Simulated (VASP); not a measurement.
# Pt in VASP: further runs, part 2 of 2

VASP 6.6.1. The steps go on from the part before.

### Step 3. Relaxation of the atoms, PBE

INCAR

```
SYSTEM = Pt
PREC = Accurate ; ENCUT = 520
EDIFF = 1E-6 ; ISMEAR = 1
SIGMA = 0.1 ; LREAL = .False.
LASPH = .True. ; NELM = 80
ALGO = Normal ; ISIF = 2
LWAVE = .False. ; LCHARG = .False.
LDIPOL = .True. ; IDIPOL = 3
DIPOL = 0.5 0.5 0.500 ; GGA = PE
IBRION = 2 ; NSW = 80
EDIFFG = -0.02 ; KPAR = 4
```

KPOINTS

```
Automatic mesh
0
Gamma
  14 10 1
  0 0 0
```

POSCAR

```
Pt
1.0
    2.8050756300      0.0000000000      0.0000000000
    0.0000000000      3.9669760000      0.0000000000
    0.0000000000      0.0000000000     27.6228403400
Pt
10
Direct
    0.5000000000      0.5000000000      0.2715144400
    0.0000000000      0.0000000000      0.3222890100
    0.5000000000      0.5000000000      0.3730635800
    0.0000000000      0.0000000000      0.4238381500
    0.5000000000      0.5000000000      0.4746127200
    0.0000000000      0.0000000000      0.5253872800
    0.5000000000      0.5000000000      0.5761618500
    0.0000000000      0.0000000000      0.6269364200
    0.5000000000      0.5000000000      0.6777109900
    0.0000000000      0.0000000000      0.7284855600
```

Potentials or basis: VASP PAW PBE potentials, release 64 (Pt).

Launch:

```sh
$ cat potpaw_PBE.64/Pt/POTCAR > POTCAR
$ mpirun -np 4 vasp_std > vasp.out
```

OUTCAR:

```text
SYSTEM = Pt
   PREC = Accurate
   ENCUT = 520
   EDIFF = 1E-6
   ISMEAR = 1
   LREAL = .False.
   LASPH = .True.
   NELM = 80
   ISIF = 2
   GGA = PE
   IBRION = 2
   NSW = 80
   EDIFFG = -0.02

 ion  position               nearest neighbor table
   1  0.500  0.500  0.272-   2 2.81   2 2.81   2 2.81   2 2.81   3 2.81
   2  0.000  0.000  0.322-   1 2.81   3 2.81   1 2.81   3 2.81   1 2.81   3 2.81   1 2.81   3 2.81
                             4 2.81
   3  0.500  0.500  0.373-   2 2.81   4 2.81   2 2.81   4 2.81   2 2.81   4 2.81   2 2.81   4 2.81
                             1 2.81   5 2.81
   4  0.000  0.000  0.424-   6 2.81   5 2.81   3 2.81   3 2.81   5 2.81   3 2.81   5 2.81   3 2.81
                             5 2.81   2 2.81
[... 451 lines left out ...]
  energy without entropy =      -58.39271798  energy(sigma->0) =      -58.39643215

 E-fermi :   2.7957     XC(G=0):  -7.4018

 val. band max:        2.7902281595   @ k =   0.3571   0.0000   0.0000
 cond. band min:       2.7989874778   @ k =   0.1429   0.2000   0.0000
 fundamental gap:      0.0087593182
 Fermi energy:         2.7957486694

 k-point     1 :       0.0000    0.0000    0.0000
  band No.  band energies     occupation
      1      -6.8163      2.00000
      2      -6.1362      2.00000
      3      -5.2133      2.00000
      4      -4.1745      2.00000
      5      -3.7596      2.00000
      6      -3.4211      2.00000
[... 1501 lines left out ...]
     59       6.8513      0.00000
     60       6.8513      0.00000

 [... further k-points ...]

------------------------ aborting loop because EDIFF is reached ----------------------------------------

 vacuum level on the upper side and lower side of the slab       (xc-potential included)        -0.063        -0.063

  FORCE on cell =-STRESS in cart. coord.  units (eV):
  Direction    XX          YY          ZZ          XY          YZ          ZX
  --------------------------------------------------------------------------------------
  -------------------------------------------------------------------------------------
  Total       -4.1284778      0.5102304     -0.1384170      0.0000000      0.0000000      0.0000000
  in kB      -21.5192956      2.6595274     -0.7214853      0.0000000      0.0000000      0.0000000
  external PRESSURE =      -6.5270845 kB  Pullay stress =       0.0000000 kB
[... 25 lines left out ...]
  FREE ENERGIE OF THE ION-ELECTRON SYSTEM (eV)
  ---------------------------------------------------
  free  energy   TOTEN  =       -58.3982892415 eV

  energy  without entropy=      -58.3927179800  energy(sigma->0) =      -58.39643215

 reached required accuracy - stopping structural energy minimisation

 vacuum level on the upper side and lower side of the slab         7.921         7.921
```

CONTCAR:

```text
Pt
   1.00000000000000
     2.8050756300000002    0.0000000000000000    0.0000000000000000
     0.0000000000000000    3.9669759999999998    0.0000000000000000
     0.0000000000000000    0.0000000000000000   27.6228403399999998
  Pt
    10
Direct
     0.5000000000000000    0.5000000000000000    0.2769280651786239
     0.0000000000000000    0.0000000000000000    0.3192480694609608
     0.5000000000000000    0.5000000000000000    0.3744089873376290
     0.0000000000000000    0.0000000000000000    0.4243086128806944
     0.5000000000000000    0.5000000000000000    0.4742732717827614
     0.0000000000000000    0.0000000000000000    0.5257267282172385
     0.5000000000000000    0.5000000000000000    0.5756913871193057
     0.0000000000000000    0.0000000000000000    0.6255910126623709
     0.5000000000000000    0.5000000000000000    0.6807519305390390
     0.0000000000000000    0.0000000000000000    0.7230719348213760

  0.00000000E+00  0.00000000E+00  0.00000000E+00
  0.00000000E+00  0.00000000E+00  0.00000000E+00
  0.00000000E+00  0.00000000E+00  0.00000000E+00
  0.00000000E+00  0.00000000E+00  0.00000000E+00
  0.00000000E+00  0.00000000E+00  0.00000000E+00
  0.00000000E+00  0.00000000E+00  0.00000000E+00
  0.00000000E+00  0.00000000E+00  0.00000000E+00
  0.00000000E+00  0.00000000E+00  0.00000000E+00
  0.00000000E+00  0.00000000E+00  0.00000000E+00
  0.00000000E+00  0.00000000E+00  0.00000000E+00
```

It took 29 min on 4 MPI ranks of Intel Xeon 6975P-C (Granite Rapids), shared host; peak memory 0.85 GiB.

What came out:

```
Free energy                  : -58.3983 eV
Energy gained by relaxing    : 21.0 meV/atom
Ionic steps                  : 15
Largest force after relaxing : 0.011 eV/Å
Band gap on the k mesh       : none (metal or under the smearing width)
```

Forces in eV/Å, atoms in the order of the input:
```
Pt   0.000  0.000 -0.007
Pt   0.000  0.000  0.011
Pt   0.000  0.000  0.004
Pt   0.000  0.000 -0.004
Pt   0.000  0.000 -0.010
Pt   0.000  0.000  0.010
Pt   0.000  0.000  0.004
Pt   0.000  0.000 -0.004
Pt   0.000  0.000 -0.011
Pt   0.000  0.000  0.007
```

Step by step:
| step | energy change (eV) | largest force (eV/Å) | pressure (GPa) |
| --- | --- | --- | --- |
| 1 | 0.0000 | 0.9098 | -2.57 |
| 2 | -0.1283 | 0.5807 | -2.20 |
| 3 | -0.1962 | 0.2399 | -1.39 |
| 4 | -0.1963 | 0.2491 | -1.35 |
| 5 | -0.2053 | 0.0641 | -1.27 |
| 6 | -0.2058 | 0.0705 | -1.23 |
| 7 | -0.2069 | 0.0430 | -1.15 |
| 8 | -0.2075 | 0.0456 | -1.06 |
| 9 | -0.2075 | 0.0543 | -1.03 |
| 10 | -0.2085 | 0.0445 | -0.95 |
| 11 | -0.2094 | 0.0327 | -0.83 |
| 12 | -0.2097 | 0.0674 | -0.61 |
| 13 | -0.2098 | 0.0397 | -0.71 |
| 14 | -0.2100 | 0.0247 | -0.62 |
| 15 | -0.2100 | 0.0107 | -0.65 |

Final structure:
```
Pt
1.0
     2.80508    0.00000    0.00000
     0.00000    3.96698    0.00000
     0.00000    0.00000   27.62284
Pt
10
Cartesian
  1.4025 1.9835 7.6495
  0.0000 0.0000 8.8185
  1.4025 1.9835 10.3422
  0.0000 0.0000 11.7206
  1.4025 1.9835 13.1008
  0.0000 0.0000 14.5221
  1.4025 1.9835 15.9022
  0.0000 0.0000 17.2806
  1.4025 1.9835 18.8043
  0.0000 0.0000 19.9733
```

### Step 4. Single point, PBE

INCAR

```
SYSTEM = Pt
ALGO = Normal
DIPOL = 0.5 0.5 0.500
EDIFF = 1E-6
ENCUT = 520
GGA = PE
ICORELEVEL = 1
IDIPOL = 3
ISIF = 2
ISMEAR = 1
KPAR = 4
LASPH = .TRUE.
LCHARG = .FALSE.
LDIPOL = .TRUE.
LREAL = .FALSE.
LVACPOTAV = .TRUE.
LVHAR = .TRUE.
LWAVE = .FALSE.
NBANDS = 61
NELM = 80
PREC = Accurate
SIGMA = 0.1
```

KPOINTS

```
k-points
0
G
  14 10 1
  0 0 0
```

POSCAR

```
Pt                                      
1.0
    2.8050756300      0.0000000000      0.0000000000
    0.0000000000      3.9669760000      0.0000000000
    0.0000000000      0.0000000000     27.6228403400
  Pt            
    10
Direct
     0.5000000000000000    0.5000000000000000    0.2769280651786239
     0.0000000000000000    0.0000000000000000    0.3192480694609608
     0.5000000000000000    0.5000000000000000    0.3744089873376290
     0.0000000000000000    0.0000000000000000    0.4243086128806944
     0.5000000000000000    0.5000000000000000    0.4742732717827614
     0.0000000000000000    0.0000000000000000    0.5257267282172385
     0.5000000000000000    0.5000000000000000    0.5756913871193057
     0.0000000000000000    0.0000000000000000    0.6255910126623709
     0.5000000000000000    0.5000000000000000    0.6807519305390390
     0.0000000000000000    0.0000000000000000    0.7230719348213760
```

Launch:

```sh
$ cat potpaw_PBE.64/Pt/POTCAR > POTCAR
$ mpirun -np 4 vasp_std > vasp.out
```

Wall time 5.2 min (4 MPI ranks of Intel Xeon 6975P-C (Granite Rapids), shared host); peak memory 0.8 GiB.

The run converged. Its results:

```yaml
Free_energy: -58.3983 eV
Largest_force: 0.011 eV/Å
Band_gap_on_the_k_mesh: none (metal or under the smearing width)
Work_function_of_the_upper_face: 5.21 eV
Work_function_of_the_lower_face: 5.21 eV
```

Forces in eV/Å, atoms in the order of the input:
```
Pt   0.000  0.000 -0.007
Pt   0.000  0.000  0.011
Pt   0.000  0.000  0.003
Pt   0.000  0.000 -0.004
Pt   0.000  0.000 -0.010
Pt   0.000  0.000  0.010
Pt   0.000  0.000  0.004
Pt   0.000  0.000 -0.003
Pt   0.000  0.000 -0.011
Pt   0.000  0.000  0.007
```

Levels at points of the mesh, in eV from the Fermi level:
```csv
k point,band 49,band 50,band 51,band 52,band 53,band 54
"(0.00, 0.00, 0.00)",-0.37,-0.09,-0.07,0.12,0.16,0.42
"(0.50, 0.00, 0.00)",0.44,0.44,1.83,1.83,1.96,1.96
"(0.00, 0.50, 0.00)",-0.16,-0.16,-0.13,-0.13,-0.05,-0.05
"(0.50, 0.50, 0.00)",0.35,0.35,0.61,0.61,2.29,2.29
```

Core levels (eV, on the scale of the bands):
```tsv
atom	levels
1 Pt	1s -78394.8, 2s -13764.5, 2p -11924.7, 3s -3228.3, 3p -2692.8, 3d -2113.2, 4s -688.7, 4p -513.1, 4d -300.2, 4f -63.6, 5s -95.1, 5p -49.3
2 Pt	1s -78395.5, 2s -13765.2, 2p -11925.4, 3s -3229.0, 3p -2693.5, 3d -2113.9, 4s -689.3, 4p -513.8, 4d -300.8, 4f -64.2, 5s -95.7, 5p -49.8
3 Pt	1s -78395.6, 2s -13765.2, 2p -11925.5, 3s -3229.1, 3p -2693.6, 3d -2114.0, 4s -689.4, 4p -513.9, 4d -300.9, 4f -64.3, 5s -95.8, 5p -49.9
4 Pt	1s -78395.4, 2s -13765.1, 2p -11925.3, 3s -3228.9, 3p -2693.4, 3d -2113.8, 4s -689.3, 4p -513.7, 4d -300.8, 4f -64.2, 5s -95.7, 5p -49.8
5 Pt	1s -78395.5, 2s -13765.2, 2p -11925.5, 3s -3229.1, 3p -2693.6, 3d -2113.9, 4s -689.4, 4p -513.8, 4d -300.9, 4f -64.3, 5s -95.8, 5p -49.9
6 Pt	1s -78395.5, 2s -13765.2, 2p -11925.5, 3s -3229.1, 3p -2693.6, 3d -2113.9, 4s -689.4, 4p -513.8, 4d -300.9, 4f -64.3, 5s -95.8, 5p -49.9
```

Spin-orbit coupling is left out, which matters for the levels of Pt.
